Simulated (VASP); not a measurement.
Computed with PBEsol GGA, VASP's PBE PAW potentials (set 64) (plane waves; VASP).

A VASP calculation is set up with these files.

File KPOINTS:
```
Regular mesh
0
Gamma
 12 12 12
```

### INCAR
```
SYSTEM  =  As
PREC  =  Accurate; ENCUT  =  500; LREAL  =  F
LASPH  =  T
EDIFF  =  1E-6; NELM  =  100; ALGO  =  Normal
LMAXMIX  =  4
ISMEAR  =  1; SIGMA  =  0.1
GGA  =  PS
IBRION  =  2; NSW  =  40; ISIF  =  3
EDIFFG  =  -0.02; PSTRESS  =  50
LWAVE  =  F; LCHARG  =  F
```

**POSCAR**
```
As
1.0
  3.5342911030  -1.8944734389  -0.0538305890
  3.5342911030   1.8944734389  -0.0538305890
  2.5665578036   0.0000000000   3.0815451243
As
2
Cartesian
  2.2208799720  -0.0000000000   0.6854741383
  7.4142600376  -0.0000000000   2.2884098080
```

POTCAR, in this order: As (PBE.64 set). Program: vasp_std.

Energy and stress use the plane-wave basis of the starting cell.

Question: Estimate the energy per atom (σ→0), volume per atom, band gap (on the k-mesh).

Answer: 
The energy per atom (σ→0) comes out as -5.088 eV/atom and the band gap (on the k-mesh) is none (metal, semimetal or under 0.01 eV). The volume per atom comes out as 19.40 Å³/atom.

File OSZICAR:
```
...
DAV:   4    -0.101721336063E+02    0.46273E-06   -0.33697E-06  3610   0.155E-02
  10 F= -.89647195E+01 E0= -.89647714E+01  d E =0.461966E-04
       N       E                     dE             d eps       ncg     rms          rms(c)
DAV:   1    -0.101755484834E+02   -0.34144E-02   -0.37688E-03  3789   0.386E-01    0.516E-02
DAV:   2    -0.101754729890E+02    0.75494E-04   -0.10288E-04  3628   0.760E-02    0.295E-02
DAV:   3    -0.101754395492E+02    0.33440E-04   -0.80996E-05  3699   0.524E-02    0.553E-03
DAV:   4    -0.101754394074E+02    0.14182E-06   -0.10384E-06  2482   0.871E-03
  11 F= -.89648466E+01 E0= -.89649053E+01  d E =-.809396E-04
```

The compound is As in the a7 structure. This run relaxes it under an external pressure of 5 GPa. Symmetry was kept, so distortions that lower it aren't found.
